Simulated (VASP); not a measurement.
# Na3AlO3 (P-1) in VASP: a series of runs

One crystal, Na3AlO3, is run at these levels: PBE, r2SCAN; tasks: relaxation of cell and atoms, single point.

Everything below comes from runs of VASP 6.6.1. Logs are shortened: lines on timing, memory, paths and dates and some standing lists are left out, and cuts for length are marked.

### 1 Starting point

The typed cell holds 14 atoms: a = 5.539 Å, b = 5.808 Å, c = 6.640 Å, α = 77.06°, β = 86.37°, γ = 68.74°.

The cell was built by a generator and needn't be a form met in nature.

### 2 Relaxation of cell and atoms, PBE

Input file INCAR:

```
SYSTEM = Na3AlO3
ALGO     = Normal         ! electronic algorithm
EDIFF    = 1E-6           ! SCF threshold, eV
EDIFFG   = -0.01          ! ionic threshold
ENCUT    = 520            ! plane-wave cutoff, eV
GGA      = PE             ! functional
IBRION   = 2              ! ionic algorithm
ISIF     = 3              ! what is computed and relaxed
ISMEAR   = 0              ! smearing method
KPAR     = 8            
LASPH    = .TRUE.         ! aspherical terms in the spheres
LCHARG   = .FALSE.        ! write CHGCAR
LREAL    = .FALSE.        ! projectors in reciprocal space
LWAVE    = .FALSE.        ! write WAVECAR
NELM     = 120            ! most SCF steps
NSW      = 90             ! ionic steps
PREC     = Accurate       ! precision mode
SIGMA    = 0.1            ! smearing width, eV
```

Input file KPOINTS:

```
k-points
0
G
  4 4 4
  0 0 0
```

Input file POSCAR:

```
Na3AlO3
1.0
    5.5389543500      0.0000000000      0.0000000000
    2.1060076900      5.4123172800      0.0000000000
    0.4207741600      1.4316912600      6.4704060400
Na Al O
6 2 6
Direct
    0.0107695000      0.7365956700      0.5483072200
    0.9892305000      0.2634043300      0.4516927800
    0.0157829400      0.2565948400      0.9181172500
    0.9842170600      0.7434051600      0.0818827500
    0.5076271400      0.7925607100      0.3452545100
    0.4923728600      0.2074392900      0.6547454900
    0.5168643100      0.3548125900      0.1796474400
    0.4831356900      0.6451874100      0.8203525600
    0.2797090700      0.4654832500      0.3576713400
    0.7745766200      0.0684570400      0.2698165000
    0.6457679700      0.6048083200      0.0636730300
    0.2254233800      0.9315429600      0.7301835000
    0.7202909300      0.5345167500      0.6423286600
    0.3542320300      0.3951916800      0.9363269700
```

Potentials or basis: VASP PAW PBE potentials, release 64 (Na_pv, Al, O).

Started as:

```bash
> cat potpaw_PBE.64/Na_pv/POTCAR potpaw_PBE.64/Al/POTCAR potpaw_PBE.64/O/POTCAR > POTCAR
> mpirun -np 8 vasp_std > vasp.out
```

OUTCAR:

```text
SYSTEM = Na3AlO3
   EDIFF = 1E-6
   EDIFFG = -0.01
   ENCUT = 520
   GGA = PE
   IBRION = 2
   ISIF = 3
   ISMEAR = 0
   LASPH = .TRUE.
   LREAL = .FALSE.
   NELM = 120
   NSW = 90
   PREC = Accurate

 ion  position               nearest neighbor table
   1  0.011  0.737  0.548-   9 2.29  13 2.30
   2  0.989  0.263  0.452-  13 2.29   9 2.30
   3  0.016  0.257  0.918-  14 2.31   8 3.00
   4  0.984  0.743  0.082-  11 2.31   7 3.00
   5  0.508  0.793  0.345-  13 2.28  11 2.32   7 2.97
   6  0.492  0.207  0.655-   9 2.28  14 2.32   8 2.97
   7  0.517  0.355  0.180-   9 1.75  10 1.76  14 1.83  11 1.84   8 2.57   5 2.97   4 3.00
   8  0.483  0.645  0.820-  13 1.75  12 1.76  11 1.83  14 1.84   7 2.57   6 2.97   3 3.00
   9  0.280  0.465  0.358-   7 1.75   6 2.28   1 2.29   2 2.30
  10  0.775  0.068  0.270-   7 1.76
  11  0.646  0.605  0.064-   8 1.83   7 1.84   4 2.31   5 2.32
  12  0.225  0.932  0.730-   8 1.76
  13  0.720  0.535  0.642-   8 1.75   5 2.28   2 2.29   1 2.30
  14  0.354  0.395  0.936-   7 1.83   8 1.84   3 2.31   6 2.32

  LATTYP: Found a triclinic cell.
 ALAT       =     6.4092356104
 B/A-ratio  =     1.8848284767
 C/A-ratio  =     0.9061329722
 COS(alpha) =     0.0251342505
 COS(beta)  =     0.5927442736
 COS(gamma) =     0.6947185091

  Lattice vectors:

 A1 = (   3.4329466600,  -5.4123172800,   0.0000000000)
 A2 = (   9.3926751700,  -3.9806260200,   6.4704060400)
 A3 = (  -2.1060076900,  -5.4123172800,   0.0000000000)

Analysis of symmetry for initial positions (statically):
=====================================================================
 Subroutine PRICEL returns:
 Original cell was already a primitive cell.

 Routine SETGRP: Setting up the symmetry group for a
 triclinic supercell.

 Subroutine GETGRP returns: Found  2 space group operations
 (whereof  2 operations were pure point group operations)
 out of a pool of  2 trial point group operations.

The static configuration has the point symmetry S_2 .

Analysis of symmetry for dynamics (positions and initial velocities):
=====================================================================
 Subroutine PRICEL returns:
 Original cell was already a primitive cell.

 Routine SETGRP: Setting up the symmetry group for a
 triclinic supercell.

 Subroutine GETGRP returns: Found  2 space group operations
 (whereof  2 operations were pure point group operations)
 out of a pool of  2 trial point group operations.

The dynamic configuration has the point symmetry S_2 .

 Subroutine INISYM returns: Found  2 space group operations
 (whereof  2 operations are pure point group operations),
 and found     1 'primitive' translations

----------------------------------------------------------------------------------------

                                     Primitive cell

  volume of cell :     193.9736

  direct lattice vectors                    reciprocal lattice vectors
     5.538954350  0.000000000  0.000000000     0.180539491 -0.070250419  0.003803557
     2.106007690  5.412317280  0.000000000     0.000000000  0.184763743 -0.040882231
     0.420774160  1.431691260  6.470406040     0.000000000  0.000000000  0.154549806

  length of vectors
     5.538954350  5.807619713  6.640251884     0.193762990  0.189232655  0.154549806

  position of ions in fractional coordinates (direct lattice)
     0.010769500  0.736595670  0.548307220
     0.989230500  0.263404330  0.451692780
     0.015782940  0.256594840  0.918117250
     0.984217060  0.743405160  0.081882750
     0.507627140  0.792560710  0.345254510
     0.492372860  0.207439290  0.654745490
     0.516864310  0.354812590  0.179647440
     0.483135690  0.645187410  0.820352560
     0.279709070  0.465483250  0.357671340
     0.774576620  0.068457040  0.269816500
     0.645767970  0.604808320  0.063673030
     0.225423380  0.931542960  0.730183500
     0.720290930  0.534516750  0.642328660
     0.354232030  0.395191680  0.936326970

  ion indices of the primitive-cell ions
   primitive index   ion index
                 1           1
                 2           2
                 3           3
                 4           4
[... 29 lines left out ...]
  Shift w.r.t. Gamma in fractional coordinates (k-lattice)
     0.000000000  0.000000000  0.000000000

 Subroutine IBZKPT returns following result:
 ===========================================

 Found     36 irreducible k-points:

 Following reciprocal coordinates:
            Coordinates               Weight
  0.000000  0.000000  0.000000      1.000000
  0.250000 -0.000000  0.000000      2.000000
  0.500000 -0.000000  0.000000      1.000000
  0.000000  0.250000 -0.000000      2.000000
  0.250000  0.250000  0.000000      2.000000
  0.500000  0.250000  0.000000      2.000000
[... 16 lines left out ...]
  0.000000 -0.250000  0.250000      2.000000
  0.250000 -0.250000  0.250000      2.000000
 [... further k-points ...]
   k-points           NKPTS =     36   k-points in BZ     NKDIM =     36   number of bands    NBANDS=     50
   number of dos      NEDOS =    301   number of ions     NIONS =     14
   total plane-waves  NPLWV = 100800
   dimension x,y,z NGX =    42 NGY =   48 NGZ =   50
   dimension x,y,z NGXF=    84 NGYF=   96 NGZF=  100
   ions per type =               6   2   6
   NGX,Y,Z   is equivalent  to a cutoff of  12.61, 13.74, 12.52 a.u.
   NGXF,Y,Z  is equivalent  to a cutoff of  25.21, 27.48, 25.04 a.u.
 SYSTEM =  Na3AlO3
   PREC   = accura    normal or accurate (medium, high low for compatibility)
   ISTART =      0    job   : 0-new  1-cont  2-samecut
   ICHARG =      2    charge: 1-file 2-atom 10-const
   ISPIN  =      1    spin polarized calculation?
   LNONCOLLINEAR =      F non collinear calculations
   LSORBIT =      F    spin-orbit coupling
   LASPH  =      T    aspherical Exc in radial PAW
   ENCUT  =  520.0 eV  38.22 Ry    6.18 a.u.  10.30 10.80 12.35*2*pi/ulx,y,z
   NELM   =    120;   NELMIN=  2; NELMDL= -5     # of ELM steps
   EDIFF  = 0.1E-05   stopping-criterion for ELM
   LREAL  =      F    real-space projection
   EDIFFG = -.1E-01   stopping-criterion for IOM
   NSW    =     90    number of steps for IOM
   IBRION =      2    ionic relax: 0-MD 1-quasi-New 2-CG
   NFREE  =      1    steps in history (QN), initial steepest desc. (CG)
   ISIF   =      3    stress and relaxation
   ISYM   =      2    0-nonsym 1-usesym 2-fastsym
   POTIM  = 0.5000    time-step for ionic-motion
   TEBEG  =    0.0;   TEEND  =   0.0 temperature during run
   PSTRESS=    0.0 pullay stress
   NELECT =      84.0000    total number of electrons
   NUPDOWN=      -1.0000    fix difference up-down
   EMIN   =  10.00;   EMAX   =-10.00  energy-range for DOS
   EFERMI =   0.00;   METHOD = LEGACY
   ISMEAR =     0;   SIGMA  =   0.10  broadening in eV -4-tet -1-fermi 0-gaus
   EFERMI_NEDOS =   21; number of points for ismear=-14 and -15
   IALGO  =     38    algorithm
   IMIX   =      4    mixing-type and parameters
     AMIX     =   0.40;   BMIX     =  1.00
     AMIX_MAG =   1.60;   BMIX_MAG =  1.00
  volume/ion in A,a.u.               =      13.86        93.50
  Fermi-wavevector in a.u.,A,eV,Ry     =   1.238570  2.340557 20.872079  1.534055
  Thomas-Fermi vector in A             =   2.373089
   LORBIT       =      0    0 simple, 1 ext, 2 COOP (PROOUT), +10 PAW based schemes
   GGA     = PE    functional components
   LHFCALC =     F    Hartree Fock is set to
   AEXX    =    0.0000 exact exchange contribution
   IVDW    =     0    specifies the selected vdW correction
   LEPSILON=     F    determine dielectric tensor
   LRPA    =     F    only Hartree local field effects (RPA)
 conjugate gradient relaxation of ions
 non-spin polarized calculation
 Gauss-broadening in eV      SIGMA  =   0.10
  energy-cutoff  :      520.00
  volume of cell :      193.97
 maximum number of plane-waves:      5244
 NGX is ok and might be reduce to    42
   NGX = 21   NGY = 21   NGZ = 25

--------------------------------------- Ionic step        1  -------------------------------------------

 number of electron      84.0000003 magnetization

 Free energy of the ion-electron system (eV)
  ---------------------------------------------------
  ext. energy  EPLUGINS =         0.00000000
  ---------------------------------------------------
  free energy    TOTEN  =       -73.23323791 eV

  energy without entropy =      -73.23323791  energy(sigma->0) =      -73.23323791

------------------------ aborting loop because EDIFF is reached ----------------------------------------

  FORCE on cell =-STRESS in cart. coord.  units (eV):
  Direction    XX          YY          ZZ          XY          YZ          ZX
  --------------------------------------------------------------------------------------
  -------------------------------------------------------------------------------------
  Total        0.2757521      0.5949479      0.7644184      0.1289230     -0.5337181     -0.2412373
  in kB        2.2776489      4.9141337      6.3139207      1.0648743     -4.4083898     -1.9925648
  external PRESSURE =       4.5019011 kB  Pullay stress =       0.0000000 kB
[... 125 lines left out ...]
  FREE ENERGIE OF THE ION-ELECTRON SYSTEM (eV)
  ---------------------------------------------------
  free  energy   TOTEN  =       -73.2385899434 eV

  energy  without entropy=      -73.2385899434  energy(sigma->0) =      -73.23858994

[... ionic steps 4 to 38 ...]

--------------------------------------- Ionic step       39  -------------------------------------------

 number of electron      84.0000004 magnetization

------------------------ aborting loop because EDIFF is reached ----------------------------------------
[... 91 lines left out ...]
--------------------------------------- Ionic step       41  -------------------------------------------

 number of electron      84.0000004 magnetization

 Free energy of the ion-electron system (eV)
  ---------------------------------------------------
  ext. energy  EPLUGINS =         0.00000000
  ---------------------------------------------------
  free energy    TOTEN  =       -73.25451145 eV

  energy without entropy =      -73.25451145  energy(sigma->0) =      -73.25451145

 E-fermi :   1.4864     XC(G=0):  -8.8620

 val. band max:        0.9770710201   @ k =   0.5000   0.5000   0.0000
 cond. band min:       3.3349006184   @ k =   0.0000   0.0000   0.0000
 fundamental gap:      2.3578295982
 Fermi energy:         1.4863912594

 k-point     1 :       0.0000    0.0000    0.0000
  band No.  band energies     occupation
      1     -20.9548      2.00000
      2     -20.9531      2.00000
      3     -20.8963      2.00000
      4     -20.8830      2.00000
      5     -20.8666      2.00000
      6     -20.8502      2.00000
[... 1261 lines left out ...]
     49       9.0767      0.00000
     50       9.7889      0.00000

 [... further k-points ...]

------------------------ aborting loop because EDIFF is reached ----------------------------------------

  FORCE on cell =-STRESS in cart. coord.  units (eV):
  Direction    XX          YY          ZZ          XY          YZ          ZX
  --------------------------------------------------------------------------------------
  -------------------------------------------------------------------------------------
  Total       -0.0503510     -0.0279518     -0.0240208      0.0134557      0.0172422     -0.0276782
  in kB       -0.4109930     -0.2281585     -0.1960710      0.1098329      0.1407404     -0.2259247
  external PRESSURE =      -0.2784075 kB  Pullay stress =       0.0000000 kB
[... 29 lines left out ...]
  FREE ENERGIE OF THE ION-ELECTRON SYSTEM (eV)
  ---------------------------------------------------
  free  energy   TOTEN  =       -73.2545114512 eV

  energy  without entropy=      -73.2545114512  energy(sigma->0) =      -73.25451145

 reached required accuracy - stopping structural energy minimisation
```

It took 12 min on 8 MPI ranks of AMD EPYC 9R45 (Zen 5), shared host; peak memory 0.51 GiB.

Results:

- Free energy: -73.2545 eV
- Relaxed volume: 14.02 Å³/atom
- Relaxed cell: a = 5.591 Å, b = 5.839 Å, c = 6.614 Å, α = 78.65°, β = 87.28°, γ = 68.06°
- Space group after relaxing (to 0.05 Å): P-1 (No. 2)
- Energy gained by relaxing: 1.5 meV/atom
- Ionic steps: 41
- Pressure after relaxing: 0.0 GPa
- Largest force after relaxing: 0.010 eV/Å
- Band gap on the k mesh: 2.36 eV, indirect (least direct gap 2.51 eV)

Forces on the atoms (eV/Å):
```
Na   0.001  0.002 -0.007
Na  -0.001 -0.002  0.007
Na   0.000  0.005  0.002
Na   0.000 -0.005 -0.002
Na   0.001 -0.006  0.005
Na  -0.001  0.006 -0.005
Al   0.001  0.002  0.002
Al  -0.001 -0.002 -0.002
O    0.001  0.004 -0.003
O   -0.006  0.008  0.000
O    0.004  0.001  0.002
O    0.006 -0.008  0.000
O   -0.001 -0.004  0.003
O   -0.004 -0.001 -0.002
```

Step by step:
```csv
step,energy change (eV),largest force (eV/Å),pressure (GPa),volume (Å³)
1,0.0000,0.1139,0.45,193.97
3,-0.0054,0.1450,-0.19,195.31
5,-0.0091,0.1187,-0.12,195.70
7,-0.0106,0.0713,0.04,195.56
9,-0.0124,0.0693,-0.01,195.62
11,-0.0140,0.0643,0.01,195.64
13,-0.0149,0.0599,0.08,195.68
15,-0.0169,0.0603,-0.02,196.29
17,-0.0180,0.0624,-0.13,196.39
19,-0.0186,0.0492,0.05,196.14
21,-0.0191,0.0351,0.00,196.20
23,-0.0194,0.0429,-0.01,196.23
25,-0.0198,0.0281,-0.07,196.25
27,-0.0200,0.0264,0.01,196.13
29,-0.0202,0.0223,0.01,196.10
31,-0.0204,0.0265,-0.01,196.22
33,-0.0206,0.0251,-0.06,196.27
35,-0.0207,0.0220,0.01,196.17
37,-0.0209,0.0177,0.04,196.11
39,-0.0211,0.0167,0.01,196.19
41,-0.0213,0.0099,-0.03,196.28
```

Final structure:
```xyz
14
Lattice="5.5904 0.0284 -0.0536 2.1536 5.4270 -0.0860 0.3692 1.3566 6.4628" Properties=species:S:1:pos:R:3 pbc="T T T"
Na    1.8466    4.7437    3.5125
Na    6.2667    2.0681    2.8108
Na    1.0453    2.6338    5.8605
Na    7.0679    4.1781    0.4628
Na    4.6648    4.7994    2.1987
Na    3.4484    2.0125    4.1246
Al    3.6931    2.1935    1.0947
Al    4.4202    4.6183    5.2285
O     2.6535    3.0418    2.2245
O     4.5009    0.7749    1.7691
O     4.9237    3.3603    0.3707
O     3.6124    6.0370    4.5542
O     5.4597    3.7700    4.0987
O     3.1895    3.4516    5.9525
```

Levels at points of the mesh, in eV from the valence-band top:
```tsv
k point	band 40	band 41	band 42	band 43	band 44	band 45
(0.00, 0.00, 0.00)	-0.31	-0.23	-0.15	2.36	4.93	6.71
(0.50, 0.00, 0.00)	-0.52	-0.24	-0.21	4.27	4.49	6.95
(0.00, 0.50, 0.00)	-0.47	-0.36	-0.18	4.07	4.85	5.58
(0.50, 0.50, 0.00)	-0.36	-0.35	0.00	4.50	4.96	6.27
(0.00, 0.00, 0.50)	-0.38	-0.13	-0.06	3.68	3.95	6.67
(0.50, 0.00, 0.50)	-0.50	-0.23	-0.15	5.01	5.01	5.71
(0.00, 0.50, 0.50)	-0.43	-0.39	-0.19	4.55	4.66	6.23
(0.50, 0.50, 0.50)	-0.23	-0.22	-0.13	5.02	5.20	5.68
```

(Part 1 of 2 ends here.)
